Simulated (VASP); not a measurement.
Energy against volume of Tc (hcp). Method: optB88-vdW, VASP's PBE PAW potentials (set 64) (plane waves; VASP 6.6.1). Settings: 520 eV cut-off, 15×15×8 Γ-centred mesh, first-order Methfessel-Paxton smearing of 0.10 eV, potentials Tc_pv.

Shape and ions are relaxed at each volume.

```tsv
V (Å³/atom)	E (eV/atom)
13.989	-7.26397
14.422	-7.27795
14.855	-7.26746
15.287	-7.23621
```

Problem. Fit these four points and predict the energy of the run at 13.557 Å³/atom.

Solution. A cubic in V^(−2/3), the third-order Birch-Murnaghan form, passes through the four points with V0 = 14.44 Å³/atom and B0 = 299 GPa, and gives -7.2213 eV/atom there. The run gave -7.2212 eV/atom, +0.2 meV/atom from the fit; all five points give B0 = 299 GPa.

The compound is Tc in the hcp structure. It was relaxed first.
